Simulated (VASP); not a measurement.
Input:

```
CELL_PARAMETERS angstrom
      3.20412     0.00000     0.00000
     -1.60206     2.77484     0.00000
      0.00000     0.00000    13.14321
ATOMIC_POSITIONS crystal
  Mo 0.00000 0.00000 0.25976
  Mo 0.00000 0.00000 0.74024
  Se 0.66667 0.33333 0.86957
  Se 0.33333 0.66667 0.13043
  S  0.33333 0.66667 0.37574
  S  0.66667 0.33333 0.62426
```

The numbers are results of PBEsol GGA, VASP's PBE PAW potentials (set 64) (plane waves; VASP), not measurements. Run with 400 eV cut-off, 7×7×2 Γ-centred mesh, Gaussian smearing of 0.050 eV, potentials Mo_sv Se S.

Without a dispersion term in the relaxation, distances and binding between the weakly bound layers, chains or molecules are unreliable, and so is what depends on them.

**Question.** Predict the energy per atom (σ→0).

**Answer.** 
```
Property                       Result
---------------------  --------------
energy per atom (σ→0)  -7499 meV/atom
```

The structure comes from a computed database's MoSeS entry (P-3m1); how it stands against other phases isn't given here. It was relaxed first, which changed the volume by -6 %. The start is the result of an earlier pass.
